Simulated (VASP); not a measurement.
An input for Quantum ESPRESSO's pw.x (written as the equivalent of a VASP run, and not itself run):

```
&CONTROL
  calculation = 'scf'
  pseudo_dir = './pseudo'
  outdir = './out'
  tprnfor = .true.
  tstress = .true.
/
&SYSTEM
  ibrav = 0
  nat = 2
  ntyp = 2
  ecutwfc = 50
  occupations = 'smearing'
  smearing = 'gaussian'
  degauss = 0.003675
  input_dft = 'vdw-df2'
/
&ELECTRONS
  conv_thr = 7.3e-09
  electron_maxstep = 100
/
ATOMIC_SPECIES
  Cs 132.905 Cs.upf
  Br 79.904 Br.upf
CELL_PARAMETERS angstrom
     4.3222569    0.0000000    0.0000000
     0.0000000    4.3222569    0.0000000
     0.0000000    0.0000000    4.3222569
ATOMIC_POSITIONS crystal
  Cs   0.0000000  0.0000000  0.0000000
  Br   0.5000000  0.5000000  0.5000000
K_POINTS automatic
  6 6 6 0 0 0
```

Translate this input to VASP (INCAR, KPOINTS, POSCAR, choice of POTCAR).

Several could match; the one computed here: 
File POSCAR:
```
CsBr
4.3222570
  0.9999999876   0.0000000000   0.0000000000
  0.0000000000   0.9999999876   0.0000000000
  0.0000000000   0.0000000000   0.9999999876
Cs Br
1 1
Cartesian
  0.0000000000   0.0000000000   0.0000000000
  0.4999999938   0.4999999938   0.4999999938
```

KPOINTS:
```
Automatic mesh
0
Gamma
 6 6 6
0 0 0
```

**INCAR**
```
AGGAC  =  0.0
ALGO  =  Normal
EDIFF  =  1E-7
ENCUT  =  520
GGA  =  ML
ISIF  =  2
ISMEAR  =  0
LASPH  =  .True.
LCHARG  =  .False.
LMAXMIX  =  4
LREAL  =  .False.
LUSE_VDW  =  .True.
LWAVE  =  .False.
NELM  =  100
PREC  =  Accurate
SIGMA  =  0.05
SYSTEM  =  CsBr
ZAB_VDW  =  -1.8867
```

POTCAR, in this order: Cs_sv Br (PBE.64 set). Program: vasp_std.

Limits of the translation: the potentials are each code's own (VASP's PAW set, PseudoDojo norm-conserving files in pw.x), so ENCUT and ecutwfc are chosen apart and not converted; conv_thr bounds pw.x's estimated SCF error, while EDIFF bounds the energy change between steps.

The compound is CsBr in the CsCl type structure. This cell is one point of a volume scan, at 0.94 of the reference volume.
